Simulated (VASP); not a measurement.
Data:

```xyz
2
Lattice="1.7900 -3.1004 0.0000 1.7900 3.1004 0.0000 0.0000 0.0000 5.6200" Properties=species:S:1:pos:R:3 pbc="T T T"
Ho     1.7900     1.0335     1.4050
Ho     1.7900    -1.0335     4.2150
```

Method: PBE GGA with D3 dispersion (Becke-Johnson damping), VASP's PBE PAW potentials (set 64) (plane waves; VASP 6.6.1). Settings: 520 eV cut-off, 11×11×6 Γ-centred mesh, first-order Methfessel-Paxton smearing of 0.10 eV, potentials Ho_3.

The 4f electrons are frozen in the core of the lanthanide potential, so 4f levels, which can set the real gap, and their magnetism are missing. Energy and stress use the plane-wave basis of the starting cell.

Task: The ions, cell shape and volume are relaxed. Predict the relaxed structure.

Result: 
```xyz
2
Lattice="1.7807 -3.0843 0.0000 1.7807 3.0843 0.0000 0.0000 0.0000 5.4777" Properties=species:S:1:pos:R:3 pbc="T T T"
Ho     1.7807     1.0281     1.3694
Ho     1.7807    -1.0281     4.1083
```
Space group P6_3/mmc (194), at a tolerance of 0.03 Å.

Task: How do energy and volume change from the first to the last step?

Result: The energy (σ→0) changes by -7.5 meV/atom and the volume by -3.5 %, in 6 ionic steps.

| step | E(σ→0) (eV) | max force (eV/Å) | pressure (GPa) | volume (Å³) |
|---|---|---|---|---|
| 1 | -9.7135 | 0.000 | -1.58 | 62.38 |
| 2 | -9.7267 | 0.000 | 0.37 | 59.64 |
| 3 | -9.7270 | 0.000 | 0.13 | 59.99 |
| 4 | -9.7270 | 0.000 | 0.08 | 60.03 |
| 5 | -9.7280 | 0.000 | 0.04 | 60.10 |
| 6 | -9.7284 | 0.000 | -0.01 | 60.17 |

The compound is Ho in the hcp structure. This run relaxes it. Symmetry was kept, so distortions that lower it aren't found.
